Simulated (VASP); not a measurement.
The system is GaAs.

```xyz
2
Lattice="0.0000 2.8406 2.8406 2.8406 0.0000 2.8406 2.8406 2.8406 0.0000" Properties=species:S:1:pos:R:3 pbc="T T T"
Ga    0.0000    0.0000    0.0000
As    1.4203    1.4203    1.4203
```

The cell was built by a generator and isn't the measured one.

Base run:

* Program: VASP 6.6.1
* Functional: r2SCAN
* Potentials or basis: VASP PAW PBE potentials, release 64 (Ga_d, As)
* Cutoff: 520 eV
* k mesh: 8 × 8 × 8
* Occupations: gaussian, width 0.02 eV
* Spin: non-collinear spin, zero start, spin-orbit coupling
* Starting moments: [[0.0, 0.0, 0.0], [0.0, 0.0, 0.0]] μB

Its results: pressure -0.5 GPa; net moment 0.00 μB per cell.

Question: The run is repeated on the same cell with these changes: functional from r2SCAN to PBE; further incar settings from ALGO = Normal; EDIFF = 1e-07; NBANDS = 30 to ALGO = Fast; EDIFF = 1e-07; NBANDS = 30. What comes out?

Answer: Pressure 2.4 GPa; net moment 0.00 μB per cell.

Caveats: the PAW data sets were made with another functional, which shifts forces and pressure a little (some runs).
